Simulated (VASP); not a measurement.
Data:

```yaml
crystal:
  lattice:
    - [0.00000, 2.13788, 2.13788]
    - [2.13788, 0.00000, 2.13788]
    - [2.13788, 2.13788, 0.00000]
  atoms:
    - { symbol: Ti, position: [0.00000, 0.00000, 0.00000] }
    - { symbol: N, position: [0.50000, 0.50000, 0.50000] }
```

Computed with RPBE GGA, VASP's PBE PAW potentials (set 64) (plane waves; VASP). Run with 520 eV cut-off, Gaussian smearing of 0.050 eV, potentials Ti_sv N.

Problem. Estimate the band gap (along the path) with the smallest direct gap where there is one.

Solution. 
```json
{
  "band gap (along the path)": "none (metal, semimetal or under 0.01 eV)"
}
```

Total energies compare only between runs with the same potentials, cut-off and functional.

The compound is TiN in the rock salt structure. It was relaxed first. The electron count is odd and the run is not spin-polarised, which forces a metal.
